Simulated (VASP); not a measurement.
# Sn2C (P1) in VASP: relaxation of cell and atoms with PBE

Aim: the relaxation of cell and atoms of Sn2C with PBE.

Everything below comes from runs of VASP 6.6.1. Logs are shortened: lines on timing, memory, paths and dates and some standing lists are left out, and cuts for length are marked.

## 1. The crystal as given

The typed cell holds 12 atoms: a = 3.478 Å, b = 7.010 Å, c = 11.424 Å, α = 88.90°, β = 90.58°, γ = 119.01°.

The cell was built by a generator and needn't be a form met in nature.

## 2. Relaxation of cell and atoms, PBE

Input file INCAR:

```
ALGO = Fast
EDIFF = 1E-5
EDIFFG = -0.03
ENCUT = 520
GGA = PE
IBRION = 2
ISIF = 3
ISMEAR = 0
ISYM = 0
KPAR = 8
LASPH = True
LCHARG = False
LREAL = Auto
LWAVE = False
NELM = 80
NSW = 110
PREC = Normal
SIGMA = 0.15
```

Input file KPOINTS:

```
k-points
0
Gamma
  7 7 2
```

Input file POSCAR:

```
Sn2C
1.0
    3.4782736100      0.0226724000     -0.0174928600
   -3.4390038700      6.1082438600      0.0663118000
   -0.0586113200      0.0944383800     11.4230009600
Sn C
8 4
Direct
    0.2597477900      0.2822292200      0.1545463400
    0.3504282200      0.8364967400      0.1674807600
    0.6417410900      0.1851544300      0.8573303400
    0.5661822900      0.6582105300      0.8300946200
    0.6085147800      0.1488596100      0.3939302700
    0.5917641900      0.6646807600      0.4018943200
    0.2578183000      0.2976077500      0.5901900000
    0.3008673300      0.8343525600      0.6363356200
    0.0895702700      0.0117768500      0.0601132000
    0.9817969100      0.5218572600      0.0627945600
    0.0332033200      0.0134346900      0.9349033200
    0.9634775700      0.5057020100      0.9270905500
```

Potentials or basis: VASP PAW PBE potentials, release 64 (Sn_d, C).

On the command line:

```
$ cat potpaw_PBE.64/Sn_d/POTCAR potpaw_PBE.64/C/POTCAR > POTCAR
$ mpirun -np 8 vasp_std > vasp.out
```

OUTCAR:

```text
EDIFF = 1E-5
   EDIFFG = -0.03
   ENCUT = 520
   GGA = PE
   IBRION = 2
   ISIF = 3
   ISMEAR = 0
   ISYM = 0
   LASPH = True
   LREAL = Auto
   NELM = 80
   NSW = 110
   PREC = Normal

 ion  position               nearest neighbor table
   1  0.260  0.282  0.155-   9 2.02  10 2.47  10 2.52   2 3.19   5 3.28   2 3.29   5 3.38   6 3.71
                             2 3.75
   2  0.350  0.836  0.167-   9 2.20  10 2.29   9 2.56   6 3.18   1 3.19   5 3.25   1 3.29   6 3.54
                             1 3.75
   3  0.642  0.185  0.857-  11 2.06  12 2.13  11 2.37   9 2.87   4 3.33   8 3.34   4 3.46   7 3.54
                             4 3.59   7 3.60
   4  0.566  0.658  0.830-  12 2.14  12 2.37  11 2.53   8 2.87   8 3.15   3 3.33   3 3.46   7 3.55
                             3 3.59
   5  0.609  0.149  0.394-   7 2.99   7 3.00   2 3.25   1 3.28   8 3.35   6 3.37   1 3.38   6 3.52
                             6 3.58   6 3.65
   6  0.592  0.665  0.402-   7 3.09   2 3.18   8 3.31   5 3.37   8 3.44   5 3.52   2 3.54   5 3.58
                             5 3.65   1 3.71
   7  0.258  0.298  0.590-   5 2.99   5 3.00   6 3.09   8 3.35   8 3.37   3 3.54   4 3.55   3 3.60
                             8 3.74
   8  0.301  0.834  0.636-   4 2.87   4 3.15   6 3.31   3 3.34   5 3.35   7 3.35   7 3.37   6 3.44
                             7 3.74
   9  0.090  0.012  0.060-  11 1.44   1 2.02   2 2.20   2 2.56   3 2.87
  10  0.982  0.522  0.063-  12 1.55   2 2.29   1 2.47   1 2.52
  11  0.033  0.013  0.935-   9 1.44   3 2.06   3 2.37   4 2.53
  12  0.963  0.506  0.927-  10 1.55   3 2.13   4 2.14   4 2.37

IMPORTANT INFORMATION: All symmetrisations will be switched off!
NOSYMM: (Re-)initialisation of all symmetry stuff for point group C_1.

----------------------------------------------------------------------------------------

                                     Primitive cell

  volume of cell :     243.5629

  direct lattice vectors                    reciprocal lattice vectors
     3.478273610  0.022672400 -0.017492860     0.286448416  0.161271911  0.000136467
    -3.439003870  6.108243860  0.066311800    -0.001070109  0.163125394 -0.001354112
    -0.058611320  0.094438380 11.423000960     0.000444871 -0.000699994  0.087550739

  length of vectors
     3.478391488  7.010120393 11.423541694     0.328726852  0.163134524  0.087554668

  position of ions in fractional coordinates (direct lattice)
     0.259747790  0.282229220  0.154546340
     0.350428220  0.836496740  0.167480760
     0.641741090  0.185154430  0.857330340
     0.566182290  0.658210530  0.830094620
     0.608514780  0.148859610  0.393930270
     0.591764190  0.664680760  0.401894320
     0.257818300  0.297607750  0.590190000
     0.300867330  0.834352560  0.636335620
[... 119 lines left out ...]
   IVDW    =     0    specifies the selected vdW correction
   LEPSILON=     F    determine dielectric tensor
   LRPA    =     F    only Hartree local field effects (RPA)
 conjugate gradient relaxation of ions
 non-spin polarized calculation
 RMM-DIIS sequential band-by-band and
 Gauss-broadening in eV      SIGMA  =   0.15
  energy-cutoff  :      520.00
  volume of cell :      243.56
 maximum number of plane-waves:      6602
   NGX = 13   NGY = 27   NGZ = 43

--------------------------------------- Ionic step        1  -------------------------------------------

 number of electron     127.9999913 magnetization

 Free energy of the ion-electron system (eV)
  ---------------------------------------------------
  ext. energy  EPLUGINS =         0.00000000
  ---------------------------------------------------
  free energy    TOTEN  =       -58.29547788 eV

  energy without entropy =      -58.23419192  energy(sigma->0) =      -58.26483490

------------------------ aborting loop because EDIFF is reached ----------------------------------------

  FORCE on cell =-STRESS in cart. coord.  units (eV):
  Direction    XX          YY          ZZ          XY          YZ          ZX
  --------------------------------------------------------------------------------------
  -------------------------------------------------------------------------------------
  Total        6.8040077      7.0543833      1.2570499      0.2269069      0.3925037     -3.1947994
  in kB       44.7573335     46.4043251      8.2689797      1.4926129      2.5819223    -21.0156583
  external PRESSURE =      33.1435461 kB  Pullay stress =       0.0000000 kB
[... 119 lines left out ...]
  FREE ENERGIE OF THE ION-ELECTRON SYSTEM (eV)
  ---------------------------------------------------
  free  energy   TOTEN  =       -59.7405313192 eV

  energy  without entropy=      -59.6814189180  energy(sigma->0) =      -59.71097512

[... ionic steps 4 to 73 ...]

--------------------------------------- Ionic step       74  -------------------------------------------

 number of electron     127.9999959 magnetization

------------------------ aborting loop because EDIFF is reached ----------------------------------------
[... 87 lines left out ...]
--------------------------------------- Ionic step       76  -------------------------------------------

 number of electron     127.9999959 magnetization

 Free energy of the ion-electron system (eV)
  ---------------------------------------------------
  ext. energy  EPLUGINS =         0.00000000
  ---------------------------------------------------
  free energy    TOTEN  =       -60.58679099 eV

  energy without entropy =      -60.53925117  energy(sigma->0) =      -60.56302108

 E-fermi :   7.7724     XC(G=0): -10.4018

 val. band max:        7.7533565860   @ k =   0.0000   0.2857   0.0000
 cond. band min:       7.7879662582   @ k =  -0.2857   0.1429   0.5000
 fundamental gap:      0.0346096722
 Fermi energy:         7.7723825998

 k-point     1 :       0.0000    0.0000    0.0000
  band No.  band energies     occupation
      1     -13.9324      2.00000
      2     -13.9152      2.00000
      3     -13.8583      2.00000
      4     -13.8562      2.00000
      5     -13.8550      2.00000
      6     -13.8520      2.00000
[... 1885 lines left out ...]
     75      11.5704      0.00000
     76      11.8664      0.00000

 [... further k-points ...]

------------------------ aborting loop because EDIFF is reached ----------------------------------------

  FORCE on cell =-STRESS in cart. coord.  units (eV):
  Direction    XX          YY          ZZ          XY          YZ          ZX
  --------------------------------------------------------------------------------------
  -------------------------------------------------------------------------------------
  Total       -0.1878862      0.0371084     -0.0494482      0.0206506      0.0940702     -0.0202308
  in kB       -1.1994886      0.2369043     -0.3156832      0.1318362      0.6005557     -0.1291559
  external PRESSURE =      -0.4260892 kB  Pullay stress =       0.0000000 kB
[... 27 lines left out ...]
  FREE ENERGIE OF THE ION-ELECTRON SYSTEM (eV)
  ---------------------------------------------------
  free  energy   TOTEN  =       -60.5867909922 eV

  energy  without entropy=      -60.5392511705  energy(sigma->0) =      -60.56302108

 reached required accuracy - stopping structural energy minimisation
```

CONTCAR:

```text
Sn2C
   1.00000000000000
     3.4990794194088863   -0.0061770039875176   -0.0096489277796128
    -3.5109644785617808    6.0895674669823086   -0.0049326095613934
    -0.0219728714112645   -0.0267192766409311   11.7900591965812964
  Sn              C
     8     4
Direct
     0.3136606797805662    0.3317433174578719    0.1575639355380819
     0.3120255666408172    0.8314872104267801    0.1576457391595620
     0.6427355321767103    0.1650840472833255    0.8449403470535055
     0.6425539913573703    0.6650339170511939    0.8448769118093855
     0.6144470016995389    0.1603745885281125    0.3840306585954233
     0.5992482959211188    0.6587833181621082    0.3834655610604624
     0.3083668266522461    0.3276122153479017    0.6197637573342776
     0.3030055084147615    0.8273327420362218    0.6196969654015702
     0.9762896339541848    0.9979993087984393    0.0595855921361610
     0.9782771147912157    0.4982832557987107    0.0597918801627896
     0.9768668660605024    0.9982061230989285    0.9425965069352418
     0.9776350425509636    0.4984223660103936    0.9427460448135282

  0.00000000E+00  0.00000000E+00  0.00000000E+00
  0.00000000E+00  0.00000000E+00  0.00000000E+00
  0.00000000E+00  0.00000000E+00  0.00000000E+00
  0.00000000E+00  0.00000000E+00  0.00000000E+00
  0.00000000E+00  0.00000000E+00  0.00000000E+00
  0.00000000E+00  0.00000000E+00  0.00000000E+00
  0.00000000E+00  0.00000000E+00  0.00000000E+00
  0.00000000E+00  0.00000000E+00  0.00000000E+00
  0.00000000E+00  0.00000000E+00  0.00000000E+00
  0.00000000E+00  0.00000000E+00  0.00000000E+00
  0.00000000E+00  0.00000000E+00  0.00000000E+00
  0.00000000E+00  0.00000000E+00  0.00000000E+00
```

It took 39 min on 8 MPI ranks of Intel Xeon Platinum 8488C (Sapphire Rapids), shared host; peak memory 0.65 GiB.

What came out:

| Item | Value |
| --- | --- |
| Free energy | -60.5868 eV |
| Relaxed volume | 20.91 Å³/atom |
| Relaxed cell | a = 3.499 Å, b = 7.029 Å, c = 11.790 Å, α = 90.10°, β = 90.26°, γ = 120.07° |
| Space group after relaxing (to 0.05 Å) | P1 (No. 1) |
| Energy gained by relaxing | 190.9 meV/atom |
| Ionic steps | 76 |
| Pressure after relaxing | 0.0 GPa |
| Largest force after relaxing | 0.029 eV/Å |
| Band gap on the k mesh | none (metal or under the smearing width) |

Forces on the atoms (eV/Å):
```
Sn  -0.013 -0.001 -0.010
Sn  -0.007  0.020 -0.020
Sn  -0.009 -0.017  0.002
Sn   0.007 -0.022  0.010
Sn   0.015 -0.011 -0.006
Sn   0.015  0.018  0.002
Sn  -0.009  0.007  0.001
Sn   0.004  0.003 -0.001
C    0.001  0.001  0.028
C    0.001 -0.012 -0.015
C    0.009  0.013  0.001
C   -0.015  0.002  0.008
```

Step by step:
```tsv
step	energy change (eV)	largest force (eV/Å)	pressure (GPa)	volume (Å³)
1	0.0000	4.3284	3.31	243.56
3	-1.4451	2.5857	2.05	252.98
5	-1.7186	1.4723	-1.28	259.32
7	-2.0120	0.8268	-1.30	258.72
9	-2.0699	1.0580	0.10	254.51
11	-2.1382	1.0211	0.31	249.31
13	-2.1766	0.3810	1.03	247.39
15	-2.2207	0.5118	0.10	252.69
17	-2.2286	0.2191	-0.49	253.95
19	-2.2486	0.4520	-0.19	252.65
21	-2.2592	0.2075	0.06	251.48
23	-2.2701	0.1868	-0.06	250.65
25	-2.2719	0.2606	0.03	250.19
27	-2.2751	0.1181	0.23	249.97
29	-2.2774	0.1141	0.04	250.46
31	-2.2785	0.1325	0.01	250.85
33	-2.2789	0.1454	0.10	251.14
35	-2.2803	0.0917	-0.06	251.34
37	-2.2817	0.1172	0.02	251.10
39	-2.2828	0.1045	0.14	250.73
41	-2.2832	0.1483	0.04	250.52
43	-2.2842	0.1195	0.15	250.35
45	-2.2850	0.0833	0.16	250.33
47	-2.2863	0.0817	-0.03	250.75
49	-2.2877	0.0732	-0.03	251.08
51	-2.2879	0.2210	0.26	250.74
53	-2.2881	0.1723	-0.01	250.82
55	-2.2889	0.1274	0.13	250.66
57	-2.2894	0.0890	0.20	250.51
59	-2.2895	0.0721	-0.01	250.45
61	-2.2896	0.0551	0.13	250.38
63	-2.2899	0.0426	-0.01	250.60
65	-2.2902	0.0450	-0.04	250.73
67	-2.2901	0.2173	0.03	251.00
69	-2.2908	0.0819	0.00	250.88
71	-2.2911	0.0443	-0.11	251.06
73	-2.2912	0.0426	-0.09	251.03
75	-2.2912	0.0418	-0.07	251.03
76	-2.2913	0.0290	-0.04	250.96
```

Final structure:
```
Sn C
1.0
     3.49908   -0.00618   -0.00965
    -3.51096    6.08957   -0.00493
    -0.02197   -0.02672   11.79006
Sn C
8 4
Direct
  0.31366 0.33174 0.15756
  0.31203 0.83149 0.15765
  0.64274 0.16508 0.84494
  0.64255 0.66503 0.84488
  0.61445 0.16037 0.38403
  0.59925 0.65878 0.38347
  0.30837 0.32761 0.61976
  0.30301 0.82733 0.61970
  0.97629 0.99800 0.05959
  0.97828 0.49828 0.05979
  0.97687 0.99821 0.94260
  0.97764 0.49842 0.94275
```
